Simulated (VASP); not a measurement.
Output of a VASP run:

### OSZICAR
```
       N       E                     dE             d eps       ncg     rms          rms(c)
DAV:   1     0.396147658703E+03    0.39615E+03   -0.26698E+04  1152   0.146E+03
DAV:   2    -0.170428879716E+02   -0.41319E+03   -0.40607E+03  1237   0.344E+02
DAV:   3    -0.402496557676E+02   -0.23207E+02   -0.22993E+02  1251   0.689E+01
DAV:   4    -0.408430338117E+02   -0.59338E+00   -0.59158E+00  1252   0.110E+01
DAV:   5    -0.408602001187E+02   -0.17166E-01   -0.17161E-01  1334   0.189E+00    0.235E+01
DAV:   6    -0.399196305546E+02    0.94057E+00   -0.93698E+00  1171   0.153E+01    0.919E+00
DAV:   7    -0.398316051320E+02    0.88025E-01   -0.86670E+00  1114   0.119E+01    0.657E+00
DAV:   8    -0.394020471743E+02    0.42956E+00   -0.18288E+00  1227   0.616E+00    0.340E+00
DAV:   9    -0.394007374973E+02    0.13097E-02   -0.27363E-01  1282   0.230E+00    0.141E+00
DAV:  10    -0.393939275529E+02    0.68099E-02   -0.52057E-02  1220   0.115E+00    0.401E-01
DAV:  11    -0.393940789586E+02   -0.15141E-03   -0.26942E-03  1230   0.258E-01    0.326E-01
DAV:  12    -0.393940107280E+02    0.68231E-04   -0.36097E-04  1189   0.878E-02    0.208E-01
DAV:  13    -0.393939590957E+02    0.51632E-04   -0.13606E-04  1254   0.615E-02    0.113E-01
DAV:  14    -0.393939542830E+02    0.48128E-05   -0.16264E-05  1170   0.164E-02    0.733E-02
DAV:  15    -0.393939523576E+02    0.19253E-05   -0.25536E-06   917   0.836E-03    0.402E-02
DAV:  16    -0.393939506302E+02    0.17275E-05   -0.43013E-06   918   0.863E-03    0.223E-02
DAV:  17    -0.393939502341E+02    0.39602E-06   -0.91485E-07   643   0.463E-03
   1 F= -.39393950E+02 E0= -.39393950E+02  d E =-.393940E+02
       N       E                     dE             d eps       ncg     rms          rms(c)
DAV:   1    -0.393990802513E+02   -0.51296E-02   -0.11612E-01  1030   0.257E+00    0.673E-01
DAV:   2    -0.393962668265E+02    0.28134E-02   -0.57803E-02  1093   0.124E+00    0.347E-01
DAV:   3    -0.393940775204E+02    0.21893E-02   -0.18468E-02  1086   0.516E-01    0.242E-01
DAV:   4    -0.393939830433E+02    0.94477E-04   -0.92484E-04  1069   0.150E-01    0.677E-02
DAV:   5    -0.393938889718E+02    0.94072E-04   -0.56197E-04  1145   0.126E-01    0.464E-02
DAV:   6    -0.393938753418E+02    0.13630E-04   -0.66979E-05  1301   0.352E-02    0.784E-03
DAV:   7    -0.393938742719E+02    0.10699E-05   -0.46099E-06   937   0.117E-02    0.650E-03
DAV:   8    -0.393938743029E+02   -0.30960E-07   -0.41314E-07   573   0.374E-03
   2 F= -.39393874E+02 E0= -.39393874E+02  d E =0.759313E-04
       N       E                     dE             d eps       ncg     rms          rms(c)
DAV:   1    -0.393957751502E+02   -0.19009E-02   -0.39088E-02  1030   0.149E+00    0.394E-01
DAV:   2    -0.393948001714E+02    0.97498E-03   -0.18990E-02  1093   0.714E-01    0.200E-01
DAV:   3    -0.393940934380E+02    0.70673E-03   -0.61461E-03  1094   0.297E-01    0.141E-01
DAV:   4    -0.393940599717E+02    0.33466E-04   -0.31033E-04  1055   0.877E-02    0.392E-02
DAV:   5    -0.393940319590E+02    0.28013E-04   -0.19387E-04  1153   0.734E-02    0.282E-02
DAV:   6    -0.393940327734E+02   -0.81435E-06   -0.25573E-05  1146   0.212E-02    0.507E-03
DAV:   7    -0.393940330276E+02   -0.25418E-06   -0.18779E-06   638   0.840E-03
   3 F= -.39394033E+02 E0= -.39394033E+02  d E =-.827934E-04
```

File OUTCAR:
```
------------------------ aborting loop because EDIFF is reached ----------------------------------------
  FORCE on cell =-STRESS in cart. coord.  units (eV):
  Direction    XX          YY          ZZ          XY          YZ          ZX
  --------------------------------------------------------------------------------------
  Total        0.0168968      0.0168968     -0.0315336      0.0000000      0.0000000      0.0000000
  in kB        0.1831626      0.1831625     -0.3418264      0.0000000      0.0000000      0.0000000
  external PRESSURE =       0.0081662 kB  Pullay stress =       0.0000000 kB
  volume of cell :      147.80
      direct lattice vectors                 reciprocal lattice vectors
     1.746913299 -3.025742179  0.000000000     0.286219127 -0.165248713  0.000000000
     1.746913299  3.025742179  0.000000000     0.286219127  0.165248713  0.000000000
    -0.000000000  0.000000000 13.981217588     0.000000000  0.000000000  0.071524529
 POSITION                                       TOTAL-FORCE (eV/Angst)
 -----------------------------------------------------------------------------------
      1.74691      1.00858     12.29412        -0.000000      0.000000     -0.013180
      1.74691     -1.00858      5.30351        -0.000000     -0.000000     -0.013180
      1.74691     -1.00858      1.68710        -0.000000     -0.000000      0.013180
      1.74691      1.00858      8.67771        -0.000000      0.000000      0.013180
      1.74691      1.00858      3.49530         0.000000      0.000000      0.000000
      1.74691     -1.00858     10.48591         0.000000     -0.000000      0.000000
 -----------------------------------------------------------------------------------
    total drift:                                0.000246      0.001613     -0.000026
  FREE ENERGIE OF THE ION-ELECTRON SYSTEM (eV)
  ---------------------------------------------------
  free  energy   TOTEN  =       -39.3940330276 eV

  energy  without entropy=      -39.3940330276  energy(sigma->0) =      -39.39403303

 reached required accuracy - stopping structural energy minimisation
```
(Selected blocks of OUTCAR.)

**POSCAR**
```
MoTe2
1
    1.7461316814    -3.0243883776    -0.0000000000
    1.7461316814     3.0243883776     0.0000000000
   -0.0000000000     0.0000000000    13.9761449441
Te Mo
4 2
Direct
  0.3333330000   0.6666670000   0.8793236539
  0.6666670000   0.3333330000   0.3793236539
  0.6666670000   0.3333330000   0.1206763461
  0.3333330000   0.6666670000   0.6206763461
  0.3333330000   0.6666670000   0.2500000000
  0.6666670000   0.3333330000   0.7500000000
```

Q: Reconstruct the remaining input files.

A: Several could match; the one computed here: the input of the run itself, PBEsol GGA, plane waves, VASP's PBE PAW potentials (set 64).

INCAR:
```
SYSTEM=MoTe2
PREC=Accurate; ENCUT=500; LREAL=.FALSE.
LASPH=.TRUE.
EDIFF=1E-6; NELM=100; ALGO=Normal
LMAXMIX=4
ISMEAR=0; SIGMA=0.05
GGA=PS
IBRION=2; NSW=40; ISIF=3
EDIFFG=-0.02
LWAVE=.FALSE.; LCHARG=.FALSE.
```

KPOINTS:
```
Automatic
0
Gamma
  7 7 2
0 0 0
```

POTCAR, in this order: Te Mo_sv (PBE.64 set). Program: vasp_std.

Without a dispersion term in the relaxation, distances and binding between the weakly bound layers, chains or molecules are unreliable, and so is what depends on them.

The compound is MoTe2 in the 2H layered structure. This run relaxes it. Symmetry was kept, so distortions that lower it aren't found.
